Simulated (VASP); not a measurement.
All values below come from PBEsol GGA, VASP's PBE PAW potentials (set 64) (plane waves; VASP 6.6.1).

VASP ran on this input.

### INCAR
```
ALGO  =  Normal
EDIFF  =  1E-7
ENCUT  =  400
GGA  =  PS
ISIF  =  2
ISMEAR  =  -5
LASPH  =  .TRUE.
LCHARG  =  .TRUE.
LMAXMIX  =  4
LORBIT  =  11
LREAL  =  .FALSE.
LWAVE  =  .FALSE.
NEDOS  =  601
NELM  =  100
PREC  =  Accurate
SYSTEM  =  Ge6Si2
```

File KPOINTS:
```
kpoints
0
gamma
6 6 6
```

**POSCAR**
```
Ge6Si2
1.0
  5.5972927224  -0.0004310090  -0.0004310090
 -0.0004310090   5.5972927224  -0.0004310090
 -0.0004310090  -0.0004310090   5.5972927224
Si Ge
2 6
Cart
  0.0147739312   0.0147739312   0.0147739312
  1.3843337449   1.3843337449   1.3843337449
  2.7826458817   2.7826458817   0.0156101872
  4.2133235078   4.2133235078   1.3826354709
  2.7826458817   0.0156101872   2.7826458817
  4.2133235078   1.3826354709   4.2133235078
  0.0156101872   2.7826458817   2.7826458817
  1.3826354709   4.2133235078   4.2133235078
```

POTCAR, in this order: Si Ge_d (PBE.64 set). Program: vasp_std.

Output

OUTCAR:
```
 ion  position               nearest neighbor table
   1  0.003  0.003  0.003-   2 2.37   6 2.40   8 2.40   4 2.40
   2  0.247  0.247  0.247-   1 2.37   5 2.40   7 2.40   3 2.40
   3  0.497  0.497  0.003-   2 2.40   4 2.44   6 2.44   8 2.44
   4  0.753  0.753  0.247-   1 2.40   3 2.44   5 2.44   7 2.44
   5  0.497  0.003  0.497-   2 2.40   6 2.44   4 2.44   8 2.44
   6  0.753  0.247  0.753-   1 2.40   5 2.44   3 2.44   7 2.44
   7  0.003  0.497  0.497-   2 2.40   8 2.44   6 2.44   4 2.44
   8  0.247  0.753  0.753-   1 2.40   7 2.44   5 2.44   3 2.44
  LATTYP: Found a trigonal (rhomboedric) cell.
 ALAT       =     5.5972927556
 COS(alpha) =    -0.0001540003
 Subroutine PRICEL returns:
 Original cell was already a primitive cell.
 Subroutine GETGRP returns: Found 12 space group operations
The static configuration has the point symmetry C_3v.
 The point group associated with its full space group is D_3d.
The dynamic configuration has the point symmetry C_3v.
 Subroutine INISYM returns: Found 12 space group operations
 Subroutine IBZKPT returns following result:
 Found     32 irreducible k-points:

 Following reciprocal coordinates:
            Coordinates               Weight
  0.000000  0.000000  0.000000      1.000000
  0.166667  0.000000  0.000000      6.000000
  0.333333  0.000000  0.000000      6.000000
  0.500000  0.000000  0.000000      3.000000
  0.166667  0.166667  0.000000      6.000000
  0.333333  0.166667  0.000000     12.000000
  0.500000  0.166667  0.000000     12.000000
 -0.333333  0.166667  0.000000     12.000000
 -0.166667  0.166667  0.000000      6.000000
  0.333333  0.333333  0.000000      6.000000
  0.500000  0.333333  0.000000     12.000000
 -0.333333  0.333333  0.000000      6.000000
  0.500000  0.500000  0.000000      3.000000
  0.166667  0.166667  0.166667      2.000000
  0.333333  0.166667  0.166667      6.000000
  0.500000  0.166667  0.166667      6.000000
 -0.333333  0.166667  0.166667      6.000000
 -0.166667  0.166667  0.166667      6.000000
  0.333333  0.333333  0.166667      6.000000
  0.500000  0.333333  0.166667     12.000000
 -0.333333  0.333333  0.166667     12.000000
 -0.166667  0.333333  0.166667     12.000000
  0.500000  0.500000  0.166667      6.000000
 -0.333333  0.500000  0.166667     12.000000
 -0.166667  0.500000  0.166667      6.000000
 -0.333333 -0.333333  0.166667      6.000000
  0.333333  0.333333  0.333333      2.000000
  0.500000  0.333333  0.333333      6.000000
 -0.333333  0.333333  0.333333      6.000000
  0.500000  0.500000  0.333333      6.000000
 -0.333333  0.500000  0.333333      6.000000
  0.500000  0.500000  0.500000      1.000000
   k-points           NKPTS =     32   k-points in BZ     NKDIM =     32   number of bands    NBANDS=     55
   number of dos      NEDOS =    601   number of ions     NIONS =      8
   total plane-waves  NPLWV =  64000
   dimension x,y,z NGX =    40 NGY =   40 NGZ =   40
   dimension x,y,z NGXF=    80 NGYF=   80 NGZF=   80
   ions per type =               2   6
   PREC   = accura    normal or accurate (medium, high low for compatibility)
   ISTART =      0    job   : 0-new  1-cont  2-samecut
   ICHARG =      2    charge: 1-file 2-atom 10-const
   ISPIN  =      1    spin polarized calculation?
   LNONCOLLINEAR =      F non collinear calculations
   LSORBIT =      F    spin-orbit coupling
   INIWAV =      1    electr: 0-lowe 1-rand  2-diag
   ENCUT  =  400.0 eV  29.40 Ry    5.42 a.u.   9.13  9.13  9.13*2*pi/ulx,y,z
   NELM   =    100;   NELMIN=  2; NELMDL= -5     # of ELM steps
   EDIFF  = 0.1E-06   stopping-criterion for ELM
   LREAL  =      F    real-space projection
   NLSPLINE    = F    spline interpolate recip. space projectors
   LMAXMIX     =    4 max onsite mixed and CHGCAR
...
```

**OSZICAR**
```
       N       E                     dE             d eps       ncg     rms          rms(c)
DAV:   1     0.984220234890E+03    0.98422E+03   -0.37409E+04  4224   0.368E+03
DAV:   2     0.148215284306E+03   -0.83600E+03   -0.81142E+03  3520   0.955E+02
DAV:   3    -0.283218721773E+02   -0.17654E+03   -0.17187E+03  3869   0.231E+02
DAV:   4    -0.413707342485E+02   -0.13049E+02   -0.12933E+02  4147   0.723E+01
DAV:   5    -0.417049753101E+02   -0.33424E+00   -0.33381E+00  4131   0.133E+01    0.748E+00
DAV:   6    -0.412623260497E+02    0.44265E+00   -0.28184E-01  4017   0.340E+00    0.430E+00
DAV:   7    -0.410375319133E+02    0.22479E+00   -0.34474E-01  3892   0.302E+00    0.325E-01
DAV:   8    -0.410419954952E+02   -0.44636E-02   -0.38389E-02  4088   0.164E+00    0.198E-01
DAV:   9    -0.410428628871E+02   -0.86739E-03   -0.16256E-03  4569   0.180E-01    0.802E-02
DAV:  10    -0.410429697607E+02   -0.10687E-03   -0.10744E-04  4351   0.733E-02    0.389E-02
DAV:  11    -0.410430207765E+02   -0.51016E-04   -0.51633E-05  3922   0.258E-02    0.502E-03
DAV:  12    -0.410430224009E+02   -0.16244E-05   -0.23454E-06  4229   0.107E-02    0.292E-03
DAV:  13    -0.410430227466E+02   -0.34568E-06   -0.33498E-07  3109   0.299E-03    0.103E-03
DAV:  14    -0.410430227800E+02   -0.33435E-07   -0.30968E-08  2313   0.110E-03
   1 F= -.41043023E+02 E0= -.41043023E+02  d E =0.000000E+00
```

### OUTCAR
```
------------------------ aborting loop because EDIFF is reached ----------------------------------------
  FORCE on cell =-STRESS in cart. coord.  units (eV):
  Direction    XX          YY          ZZ          XY          YZ          ZX
  --------------------------------------------------------------------------------------
  Total        0.0322533      0.0322533      0.0322533     -0.0050486     -0.0050486     -0.0050486
  in kB        0.2946797      0.2946797      0.2946797     -0.0461259     -0.0461259     -0.0461259
  external PRESSURE =       0.2946797 kB  Pullay stress =       0.0000000 kB
  volume of cell :      175.36
      direct lattice vectors                 reciprocal lattice vectors
     5.597292722 -0.000431009 -0.000431009     0.178657801  0.000013758  0.000013758
    -0.000431009  5.597292722 -0.000431009     0.000013758  0.178657801  0.000013758
    -0.000431009 -0.000431009  5.597292722     0.000013758  0.000013758  0.178657801
 POSITION                                       TOTAL-FORCE (eV/Angst)
 -----------------------------------------------------------------------------------
      0.01477      0.01477      0.01477         0.001466      0.001466      0.001466
      1.38433      1.38433      1.38433        -0.001466     -0.001466     -0.001466
      2.78265      2.78265      0.01561        -0.005135     -0.005135     -0.003867
      4.21332      4.21332      1.38264         0.005135      0.005135      0.003867
      2.78265      0.01561      2.78265        -0.005135     -0.003867     -0.005135
      4.21332      1.38264      4.21332         0.005135      0.003867      0.005135
      0.01561      2.78265      2.78265        -0.003867     -0.005135     -0.005135
      1.38264      4.21332      4.21332         0.003867      0.005135      0.005135
 -----------------------------------------------------------------------------------
    total drift:                               -0.000000      0.000000      0.000000
  FREE ENERGIE OF THE ION-ELECTRON SYSTEM (eV)
  ---------------------------------------------------
  free  energy   TOTEN  =       -41.0430227800 eV

  energy  without entropy=      -41.0430227800  energy(sigma->0) =      -41.04302278

 total charge

# of ion       s       p       d       tot
------------------------------------------
    1        0.762   0.891   0.000   1.653
    2        0.762   0.891   0.000   1.653
    3        1.122   1.286  10.026  12.434
    4        1.122   1.286  10.026  12.434
    5        1.122   1.286  10.026  12.434
    6        1.122   1.286  10.026  12.434
    7        1.122   1.286  10.026  12.434
    8        1.122   1.286  10.026  12.434
--------------------------------------------------
tot          8.257   9.501  60.153  77.911
```
(Selected blocks of OUTCAR.)

OUTCAR:
```
 val. band max:        5.0913526720   @ k =   0.0000   0.0000   0.0000

 cond. band min:       5.3236261542   @ k =   0.5000   0.5000   0.5000


 Fermi energy:         5.1429082788

 k-point     1 :       0.0000    0.0000    0.0000
  band No.  band energies     occupation
      1     -19.5588      2.00000
      2     -19.5530      2.00000
      3     -19.5530      2.00000
      4     -19.5453      2.00000
      5     -19.5018      2.00000
      6     -19.5018      2.00000
      7     -19.4794      2.00000
      8     -19.4756      2.00000
      9     -19.4756      2.00000
     10     -19.4489      2.00000
     11     -19.4489      2.00000
     12     -19.4417      2.00000
     13     -19.3816      2.00000
     14     -19.3816      2.00000
     15     -19.3703      2.00000
     16     -19.3703      2.00000
     17     -19.3662      2.00000
     18     -19.3660      2.00000
     19     -19.3268      2.00000
     20     -19.3124      2.00000
     21     -19.3124      2.00000
     22     -19.3022      2.00000
     23     -19.3022      2.00000
     24     -19.2961      2.00000
     25     -19.2722      2.00000
     26     -19.2722      2.00000
     27     -19.2456      2.00000
     28     -19.2291      2.00000
     29     -19.2291      2.00000
     30     -19.2178      2.00000
     31      -7.5409      2.00000
     32      -3.7330      2.00000
     33      -3.7330      2.00000
     34      -3.7295      2.00000
     35      -3.7295      2.00000
     36      -3.2252      2.00000
     37      -3.1537      2.00000
     38       1.9767      2.00000
     39       2.0157      2.00000
     40       2.0157      2.00000
     41       2.0761      2.00000
     42       2.0761      2.00000
     43       2.1127      2.00000
     44       5.0637      2.00000
     45       5.0637      2.00000
     46       5.0914      2.00000
     47       5.5661      0.00000
     48       5.5661      0.00000
     49       5.6282      0.00000
     50       5.6282      0.00000
     51       5.7977      0.00000
...
```

The structure was generated: Ge6Si2 was put into an ordered model structure (R-3m), which need not be its known phase. It was relaxed first.
